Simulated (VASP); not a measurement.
Given:

```
Sr
1.0
    0.00000     2.95473     2.95473
    2.99905     0.00000     2.95473
    2.99905     2.95473     0.00000
Sr
1
Cartesian
  0.00000   0.00000   0.00000
```

Level of theory: PBEsol GGA, VASP's PBE PAW potentials (set 64) (plane waves; VASP 6.6.1). Numerical set-up: 480 eV cut-off, 8×8×8 Γ-centred mesh, Gaussian smearing of 0.050 eV, potentials Sr_sv.

**Question.** Estimate the energy per atom (σ→0), band gap (on the k-mesh) with the smallest direct gap where there is one.

**Answer.** 
```yaml
band gap (on the k-mesh): none (metal, semimetal or under 0.01 eV)
energy per atom (σ→0): -1845 meV/atom
```

Only differences to runs with the same potentials and settings are physical.

The compound is Sr in the fcc structure. This cell was strained or had an atom moved on purpose.
